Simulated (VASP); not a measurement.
Data:

```yaml
crystal:
  lattice:
    - [0.00000, 2.01340, 2.01340]
    - [2.01340, 0.00000, 2.01340]
    - [2.01340, 2.01340, 0.00000]
  atoms:
    - { symbol: Li, position: [0.00000, 0.00000, 0.00000] }
    - { symbol: H, position: [0.50000, 0.50000, 0.50000] }
```

Level of theory: vdW-DF2, VASP's PBE PAW potentials (set 64) (plane waves; VASP). Settings: 520 eV cut-off, 13×13×13 Γ-centred mesh, tetrahedra with Blöchl corrections, potentials Li_sv H.

### Question
What does the run give for the energy per atom (σ→0)?

### Answer

```json
{
 "energy per atom (σ→0)": "-2.873 eV/atom"
}
```

The compound is LiH in the rock salt structure. It was relaxed first.
